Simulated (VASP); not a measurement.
The system is Hf2Pd2Se2Br2O3.

```
Hf Pd Se Br O
1.0
     5.73511    0.00000    0.00000
    -2.86755    4.96675    0.00000
     0.00000    0.00000    9.41884
Hf Pd Se Br O
2 2 2 2 3
Cartesian
  0.0000 3.3112 0.0000
  2.8676 1.6556 0.0000
  0.0000 0.0000 2.3800
  0.0000 0.0000 7.0389
  0.0000 3.3112 4.7094
  2.8676 1.6556 4.7094
  0.0000 0.0000 4.7094
  0.0000 0.0000 0.0000
  2.8676 0.0000 0.0000
  -1.4338 2.4834 0.0000
  1.4338 2.4834 0.0000
```

The cell was built by a generator and needn't be a form met in nature.

| Item | Value |
| --- | --- |
| Program | VASP 6.6.1 |
| Task | relaxation of cell and atoms |
| Functional | PBE |
| Potentials or basis | VASP PAW PBE potentials, release 64 (Hf_pv, Pd, Se, Br, O) |
| Cutoff | 520 eV |
| k mesh | 3 × 3 × 2 |
| Occupations | gaussian, width 0.15 eV |
| Spin | no spin polarisation |

At the start: pressure 33.3 GPa; volume 24.39 Å³/atom.

**Question.** How do energy, volume and symmetry change on relaxing?

**Answer.** Over 11 steps the energy falls by 939.5 meV/atom and the volume is 31.51 Å³/atom (+29.2 %); space group P6/mmm (No. 191, to 0.05 Å).

Step by step:
| step | energy change (eV) | largest force (eV/Å) | pressure (GPa) | volume (Å³) |
| --- | --- | --- | --- | --- |
| 1 | 0.0000 | 0.0788 | 33.33 | 268.29 |
| 2 | -1.1149 | 0.1749 | -11.28 | 502.20 |
| 3 | -10.1979 | 0.0585 | -2.13 | 364.74 |
| 4 | -10.2493 | 0.0768 | -1.43 | 359.32 |
| 5 | -10.2601 | 0.0991 | -0.30 | 354.63 |
| 6 | -10.2598 | 0.0912 | -0.85 | 356.48 |
| 7 | -10.3263 | 0.0820 | -0.48 | 350.15 |
| 8 | -10.3322 | 0.0689 | 0.15 | 345.96 |
| 9 | -10.3352 | 0.0978 | -0.12 | 347.52 |
| 10 | -10.3353 | 0.0946 | -0.19 | 347.34 |
| 11 | -10.3343 | 0.0700 | 0.08 | 346.65 |

Final structure:
```xyz
11
Lattice="6.6106 0.0000 0.0000 -3.3053 5.7250 0.0000 0.0000 0.0000 9.1595" Properties=species:S:1:pos:R:3 pbc="T T T"
Hf    0.0000    3.8167    0.0000
Hf    3.3053    1.9083    0.0000
Pd    0.0000    0.0000    2.3070
Pd    0.0000    0.0000    6.8525
Se    0.0000    3.8167    4.5798
Se    3.3053    1.9083    4.5798
Br    0.0000    0.0000    4.5798
Br    0.0000    0.0000    0.0000
O     3.3053    0.0000    0.0000
O    -1.6527    2.8625    0.0000
O     1.6527    2.8625    0.0000
```

Caveat: the k mesh is coarse (spacing up to 0.42 Å⁻¹), so the values aren't converged; the volume moved by over 15 % at a fixed basis, so the end points are rough; the relaxation stopped at a loose force limit of 0.08 eV/Å, so its end isn't a converged minimum.
